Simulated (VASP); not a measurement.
Crystal: Si.

```
Si
1.0
     0.00000    2.72185    2.72185
     2.72185    0.00000    2.72185
     2.72185    2.72185    0.00000
Si
2
Direct
  0.00000 0.00000 0.00000
  0.25000 0.25000 0.25000
```

```yaml
Program: VASP 6.6.1
Task: relaxation of cell and atoms
Functional: LDA
Potentials_or_basis: VASP PAW LDA potentials, release 64 (Si)
Cutoff: 600 eV
k_mesh: 8 × 8 × 8
Occupations: gaussian, width 0.02 eV
Spin: no spin polarisation
```

At the start: pressure -2.1 GPa; volume 20.16 Å³/atom.

Question: Where does the relaxation end?

Answer: Over 3 steps the energy falls by 3.0 meV/atom and the volume is 19.72 Å³/atom (-2.2 %); space group Fd-3m (No. 227, to 0.05 Å).

Step by step:
```
step  energy change (eV)  largest force (eV/Å)  pressure (GPa)  volume (Å³)
   1              0.0000                0.0000           -2.07        40.33
   2             -0.0030                0.0000            1.54        38.83
   3             -0.0059                0.0000            0.00        39.44
```

Final structure:
```xyz
2
Lattice="0.0000 2.7016 2.7016 2.7016 0.0000 2.7016 2.7016 2.7016 0.0000" Properties=species:S:1:pos:R:3 pbc="T T T"
Si    0.0000    0.0000    0.0000
Si    1.3508    1.3508    1.3508
```
